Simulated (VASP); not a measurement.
C:

```
C
1.0
     2.46100    0.00000    0.00000
    -1.23050    2.13129    0.00000
     0.00000    0.00000    6.70800
C
4
Cartesian
  0.0000 0.0000 1.6770
  0.0000 1.4209 1.6770
  0.0000 0.0000 5.0310
  1.2305 0.7104 5.0310
```

The cell was built by a generator and needn't be a form met in nature.

Base run:

| Item | Value |
| --- | --- |
| Program | VASP 6.6.1 |
| Functional | PBE |
| Dispersion | D4 |
| Potentials or basis | VASP PAW PBE potentials, release 64 (C) |
| Cutoff | 520 eV |
| k mesh | 16 × 16 × 4 |
| Occupations | fermi-dirac, width 0.05 eV |
| Spin | no spin polarisation |

Its results: band gap on the k mesh 0.56 eV, direct; pressure 0.0 GPa.

Task: The run is repeated on the same cell with these changes: dispersion from D4 to MBD. What comes out?

Result: Band gap on the k mesh 0.56 eV, direct; pressure 0.7 GPa.

A k mesh can miss the band edges.

Not every run made on this cell is shown here.
